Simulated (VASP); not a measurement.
Here is the system:

```yaml
crystal:
  lattice:
    - [10.76251, 0.00000, 0.00000]
    - [0.00000, 3.87991, 0.00000]
    - [0.00000, 0.00000, 4.21159]
  atoms:
    - { symbol: Ge, position: [0.12106, 0.25000, 0.10004] }
    - { symbol: Ge, position: [0.87894, 0.75000, 0.89996] }
    - { symbol: Ge, position: [0.37894, 0.75000, 0.60004] }
    - { symbol: Ge, position: [0.62106, 0.25000, 0.39996] }
    - { symbol: Se, position: [0.85586, 0.25000, 0.49563] }
    - { symbol: Se, position: [0.14414, 0.75000, 0.50437] }
    - { symbol: Se, position: [0.64414, 0.75000, 0.99563] }
    - { symbol: Se, position: [0.35586, 0.25000, 0.00437] }
```

Calculation: PBEsol GGA, VASP's PBE PAW potentials (set 64) (plane waves; VASP). Settings: 400 eV cut-off, Gaussian smearing of 0.050 eV, potentials Ge_d Se.

Without a dispersion term in the relaxation, distances and binding between the weakly bound layers, chains or molecules are unreliable, and so is what depends on them.

Task: Give the energies of bands 34 to 47 at the high-symmetry points, in eV from the valence-band maximum.

Result: 
| band | Γ | X | S | Y | Z | U | R | T |
|---|---|---|---|---|---|---|---|---|
| 34 | -3.27 | -3.39 | -2.38 | -2.56 | -2.04 | -2.44 | -4.38 | -4.21 |
| 35 | -2.49 | -2.29 | -2.38 | -1.96 | -1.48 | -2.06 | -4.38 | -3.68 |
| 36 | -1.93 | -2.29 | -2.38 | -1.96 | -1.48 | -2.06 | -4.38 | -3.68 |
| 37 | -1.64 | -2.00 | -1.47 | -1.27 | -1.09 | -0.68 | -1.71 | -2.52 |
| 38 | -1.39 | -2.00 | -1.47 | -1.27 | -1.09 | -0.68 | -1.71 | -2.52 |
| 39 | -0.88 | -0.55 | -1.47 | -1.24 | -0.54 | -0.67 | -1.71 | -1.80 |
| 40 | -0.40 | -0.55 | -1.47 | -1.24 | -0.54 | -0.67 | -1.71 | -1.80 |
| 41 | 0.33 | 2.23 | 1.41 | 0.96 | 1.04 | 1.08 | 2.35 | 2.78 |
| 42 | 2.62 | 2.23 | 1.41 | 0.96 | 1.04 | 1.08 | 2.35 | 2.78 |
| 43 | 2.64 | 2.39 | 1.41 | 1.18 | 1.56 | 1.65 | 2.35 | 3.25 |
| 44 | 2.69 | 2.39 | 1.41 | 1.18 | 1.56 | 1.65 | 2.35 | 3.25 |
| 45 | 3.04 | 3.54 | 1.83 | 1.46 | 1.79 | 1.80 | 5.22 | 4.84 |
| 46 | 3.54 | 3.54 | 1.83 | 1.46 | 1.79 | 1.80 | 5.22 | 4.84 |
| 47 | 3.62 | 3.80 | 1.83 | 2.21 | 2.28 | 2.79 | 5.22 | 5.12 |

The gap is indirect, 0.32 eV, from the valence maximum at Γ-Z at 0.67 to the conduction minimum at Γ-Z at 0.17.

The structure comes from a computed database's GeSe entry (Pnma); how it stands against other phases isn't given here. It was relaxed first, which changed the volume by -12 %.
